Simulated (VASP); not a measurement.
Given:

```
AlN
1.0
    0.00000     2.20966     2.20966
    2.20966     0.00000     2.20966
    2.20966     2.20966     0.00000
Al N
1 1
Direct
  0.00000   0.00000   0.00000
  0.25000   0.25000   0.25000
```

All values below come from revPBE GGA, VASP's PBE PAW potentials (set 64) (plane waves; VASP). Run with 520 eV cut-off, Gaussian smearing of 0.050 eV, potentials Al N.

Q: Predict the band gap (along the path) with the smallest direct gap where there is one.

A: 
* **band gap (along the path)**: 3.33 eV
* **smallest direct gap (along the path)**: 3.92 eV

Only differences to runs with the same potentials and settings are physical.

The compound is AlN in the zinc blende structure, a metastable form; wurtzite is the usual one. It was relaxed first.
